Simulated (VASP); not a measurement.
An input for Ansatz (written as the equivalent of a VASP run, and not itself run):

Ansatz 0.2 input:
```yaml
crystal:
  lattice:
    - [-1.2506976, 1.2506976, 1.2506976]
    - [1.2506976, -1.2506976, 1.2506976]
    - [1.2506976, 1.2506976, -1.2506976]
  atoms:
    - { symbol: Be, position: [0.0000000, 0.0000000, 0.0000000] }
kpoints:
  mp_grid: { grid: [18, 18, 18] }
hamiltonian:
  xc: r2scan
  pseudopotentials: { kind: paw }
scf:
  occupations: { method: methfessel_paxton, width: 0.1 }
  max_iter: 100
relax:
  max_steps: 60
  f_tol: 0.01
  cell: {}
output: { forces: true, stress: true, eigenvalues: true }
```

**Question.** Translate this input to VASP (INCAR, KPOINTS, POSCAR, choice of POTCAR).

**Answer.** One answer among several that fit: 
### KPOINTS
```
Automatic mesh
0
Gamma
18 18 18
0 0 0
```

INCAR:
```
ALGO = Normal
EDIFF = 1E-6
EDIFFG = -0.01
ENCUT = 400
IBRION = 2
ISIF = 3
ISMEAR = 1
LASPH = .TRUE.
LCHARG = .FALSE.
LMIXTAU = .TRUE.
LREAL = .FALSE.
LWAVE = .FALSE.
METAGGA = R2SCAN
NELM = 100
NSW = 60
PREC = Accurate
SIGMA = 0.1
SYSTEM = Be
```

POSCAR:
```
Be
1.0
 -1.2506976424   1.2506976424   1.2506976424
  1.2506976424  -1.2506976424   1.2506976424
  1.2506976424   1.2506976424  -1.2506976424
Be
1
Direct
  0.0000000000   0.0000000000   0.0000000000
```

POTCAR, in this order: Be (PBE.64 set). Program: vasp_std.

The two are equivalent in intent, not identical: each code has its own PAW files, so the cut-off isn't converted (ENCUT is set for VASP's; basis.ecutwfc is left out, and Ansatz then takes the one that its files recommend); Ansatz stops its SCF on the density residual and VASP on the energy change (EDIFF).

The structure was generated: Be was put into the bcc type (Im-3m), which need not be its known phase. It was relaxed first. The start is the result of an earlier pass.
